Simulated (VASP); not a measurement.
Input:

```
CELL_PARAMETERS angstrom
      0.00000     2.22041     2.22041
      2.22041     0.00000     2.22041
      2.22041     2.22041     0.00000
ATOMIC_POSITIONS crystal
  Nb 0.00000 0.00000 0.00000
  C  0.50000 0.50000 0.50000
```

These are AM05 GGA, VASP's PBE PAW potentials (set 64) (plane waves; VASP) values and carry that method's errors. Numerical set-up: 520 eV cut-off, 16×16×16 Γ-centred mesh, tetrahedra with Blöchl corrections, potentials Nb_sv C.

Problem. What does the run give for the energy per atom (σ→0), band gap (on the k-mesh) with the smallest direct gap where there is one?

Solution. 
The band gap (on the k-mesh) comes out as none (metal, semimetal or under 0.01 eV) and the energy per atom (σ→0) is -10.704 eV/atom.

Only differences to runs with the same potentials and settings are physical.

The compound is NbC in the rock salt structure. It was relaxed first. The electron count is odd and the run is not spin-polarised, which forces a metal.
